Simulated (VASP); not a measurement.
Calculation: PBE GGA, VASP's PBE PAW potentials (set 64) (plane waves; VASP).

Input for VASP

**INCAR**
```
ALGO  =  Normal
EDIFF  =  1E-6
ENCUT  =  520
GGA  =  PE
ICHARG  =  11
ISMEAR  =  0
LASPH  =  .TRUE.
LCHARG  =  .FALSE.
LMAXMIX  =  6
LREAL  =  .FALSE.
LWAVE  =  .FALSE.
NELM  =  100
PREC  =  Accurate
SIGMA  =  0.05
SYSTEM  =  PtS2
```

### POSCAR
```
PtS2
1
    1.7862673589    -3.0939058939     0.0000000000
    1.7862673589     3.0939058939    -0.0000000000
    0.0000000000     0.0000000000     6.0565498255
Pt S
1 2
Direct
  0.0000000000   0.0000000000   0.0000000000
  0.3333330000   0.6666670000   0.2026287619
  0.6666670000   0.3333330000   0.7973712381
```

### KPOINTS
```
k-points along high-symmetry lines
10
Line-mode
Reciprocal
  0.000000   0.000000   0.000000 ! GAMMA
  0.500000  -0.000000   0.000000 ! M

  0.500000  -0.000000   0.000000 ! M
  0.333333   0.333333   0.000000 ! K

  0.333333   0.333333   0.000000 ! K
  0.000000   0.000000   0.000000 ! GAMMA

  0.000000   0.000000   0.000000 ! GAMMA
  0.000000   0.000000   0.500000 ! A

  0.000000   0.000000   0.500000 ! A
  0.500000  -0.000000   0.500000 ! L

  0.500000  -0.000000   0.500000 ! L
  0.333333   0.333333   0.500000 ! H

  0.333333   0.333333   0.500000 ! H
  0.000000   0.000000   0.500000 ! A

  0.500000  -0.000000   0.500000 ! L
  0.500000  -0.000000   0.000000 ! M

  0.333333   0.333333   0.500000 ! H
  0.333333   0.333333   0.000000 ! K
```

POTCAR, in this order: Pt S (PBE.64 set). Program: vasp_std. Read from the step before: CHGCAR.

Output of the run:

### OSZICAR
```
       N       E                     dE             d eps       ncg     rms          rms(c)
DAV:   1     0.123413920520E+03    0.12341E+03   -0.10332E+04  2700   0.128E+03
DAV:   2    -0.983424225597E+01   -0.13325E+03   -0.12999E+03  3457   0.246E+02
DAV:   3    -0.154737024978E+02   -0.56395E+01   -0.56166E+01  3442   0.544E+01
DAV:   4    -0.155496007086E+02   -0.75898E-01   -0.75874E-01  3487   0.685E+00
DAV:   5    -0.155514550139E+02   -0.18543E-02   -0.18543E-02  3596   0.101E+00
DAV:   6    -0.155515292197E+02   -0.74206E-04   -0.74205E-04  3768   0.186E-01
DAV:   7    -0.155515314682E+02   -0.22485E-05   -0.22487E-05  3560   0.291E-02
DAV:   8    -0.155515315672E+02   -0.98942E-07   -0.98919E-07  3092   0.583E-03
   1 F= -.15551532E+02 E0= -.15551532E+02  d E =-.528216E-17
```

### OUTCAR
```
 val. band max:        3.8750806907   @ k =   0.1481   0.1481   0.0000

 cond. band min:       5.3845532846   @ k =   0.2222   0.0000   0.5000



 k-point     1 :       0.0000    0.0000    0.0000
  band No.  band energies     occupation
      1     -10.3510      2.00000
      2      -8.0443      2.00000
      3      -1.8710      2.00000
      4      -1.8710      2.00000
      5      -1.7103      2.00000
      6       0.8132      2.00000
      7       0.8132      2.00000
      8       2.6782      2.00000
      9       3.3871      2.00000
     10       3.3871      2.00000
     11       3.5784      2.00000
     12       6.8085      0.00000
     13       6.8085      0.00000
     14       9.2766      0.00000
     15       9.6794      0.00000

 k-point     2 :       0.0556    0.0000    0.0000
  band No.  band energies     occupation
      1     -10.3129      2.00000
      2      -8.0553      2.00000
      3      -1.8608      2.00000
      4      -1.8465      2.00000
      5      -1.6735      2.00000
      6       0.7562      2.00000
      7       0.7798      2.00000
      8       2.5338      2.00000
      9       3.4060      2.00000
     10       3.4173      2.00000
     11       3.6257      2.00000
     12       6.6135      0.00000
     13       6.7589      0.00000
     14       9.4300      0.00000
     15       9.8955      0.00000

 k-point     3 :       0.1111    0.0000    0.0000
  band No.  band energies     occupation
      1     -10.2007      2.00000
      2      -8.0867      2.00000
      3      -1.8292      2.00000
      4      -1.7762      2.00000
      5      -1.5639      2.00000
      6       0.5738      2.00000
      7       0.6951      2.00000
      8       2.2198      2.00000
      9       3.4391      2.00000
     10       3.4480      2.00000
     11       3.7359      2.00000
     12       6.1801      0.00000
     13       6.6394      0.00000
     14       9.8441      0.00000
     15      10.3530      0.00000

...
```

The density is held fixed in this step, so its total energy and stress have no physical meaning. Without a dispersion term in the relaxation, distances and binding between the weakly bound layers, chains or molecules are unreliable, and so is what depends on them. Unless said otherwise, spin-orbit coupling is left out, though it shifts the bands of the heavy elements here.

The compound is PtS2 in the 1T layered structure. It was relaxed first, which changed the volume by +22 %.
